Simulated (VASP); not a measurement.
Here is the system:

```
CsCl
1.0
    4.12042     0.00000     0.00000
    0.00000     4.04628     0.00000
    0.00000     0.00000     4.16352
Cs Cl
1 1
Cartesian
  0.00000   0.00000   0.00000
  2.15618   2.02314   2.08176
```

These are TPSS meta-GGA, VASP's PBE PAW potentials (set 64) (plane waves; VASP 6.6.1) values and carry that method's errors. Numerical set-up: 400 eV cut-off, 6×6×6 Γ-centred mesh, Gaussian smearing of 0.050 eV, potentials Cs_sv Cl.

Task: Which forces act on the atoms, in eV/Å?

Result: 
```json
[
 {"atom": "Cs1", "Fx": "0.086", "Fy": "0.000", "Fz": "0.000"},
 {"atom": "Cl2", "Fx": "-0.086", "Fy": "0.000", "Fz": "0.000"}
]
```

Task: Give the stress tensor in GPa (positive for a compressed cell).

Result: 
```
0.92  0.00  0.00
0.00  1.47  0.00
0.00  0.00  0.64
```
The pressure is its mean diagonal, 1.01 GPa.

The compound is CsCl in the CsCl type structure. The cell was not relaxed at this level, atoms are displaced from their ideal sites. The run is one of a series of settings (GGA removed, LMIXTAU = .TRUE., METAGGA = TPSS against the base run), some of them coarse on purpose.
